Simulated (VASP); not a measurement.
The system is Al2Zn3O.

```
Al Zn O
1.0
     5.04447    0.00000    0.00000
    -2.52223    4.36864    0.00000
     0.00000    0.00000    3.91371
Al Zn O
2 3 1
Direct
  0.33333 0.66667 0.00000
  0.66667 0.33333 0.00000
  0.50000 0.00000 0.50000
  0.50000 0.50000 0.50000
  0.00000 0.50000 0.50000
  0.00000 0.00000 0.00000
```

The cell was built by a generator and needn't be a form met in nature.

The cell isn't the ideal one: species swapped into the SmAl3Pd2 type (P6/mmm, No. 191).

| Item | Value |
| --- | --- |
| Program | VASP 6.6.1 |
| Task | relaxation of cell and atoms |
| Functional | PBE |
| Potentials or basis | VASP PAW PBE potentials, release 64 (Al, Zn, O) |
| Cutoff | 600 eV |
| k mesh | 6 × 6 × 4 |
| Occupations | gaussian, width 0.1 eV |
| Spin | no spin polarisation |

At the start: pressure 14.3 GPa; volume 14.37 Å³/atom.

Task: Where does the relaxation end?

Result: Over 7 steps the energy falls by 174.4 meV/atom and the volume is 16.14 Å³/atom (+12.3 %); space group P6/mmm (No. 191, to 0.05 Å).

The path:
| step | energy change (eV) | largest force (eV/Å) | pressure (GPa) | volume (Å³) |
| --- | --- | --- | --- | --- |
| 1 | 0.0000 | 0.0000 | 14.35 | 86.25 |
| 2 | -0.8845 | 0.0000 | -3.40 | 102.98 |
| 3 | -0.8940 | 0.0000 | -2.47 | 100.95 |
| 4 | -1.0020 | 0.0000 | -0.90 | 98.40 |
| 5 | -1.0405 | 0.0000 | 0.45 | 96.34 |
| 6 | -1.0419 | 0.0000 | 0.87 | 95.81 |
| 7 | -1.0465 | 0.0000 | 0.17 | 96.84 |

Final structure:
```xyz
6
Lattice="4.9511 0.0000 0.0000 -2.4755 4.2878 0.0000 0.0000 0.0000 4.5614" Properties=species:S:1:pos:R:3 pbc="T T T"
Al    0.0000    2.8585    0.0000
Al    2.4755    1.4293    0.0000
Zn    2.4755    0.0000    2.2807
Zn    1.2378    2.1439    2.2807
Zn   -1.2378    2.1439    2.2807
O     0.0000    0.0000    0.0000
```

Caveat: the k mesh is coarse (spacing up to 0.40 Å⁻¹), so the values aren't converged.
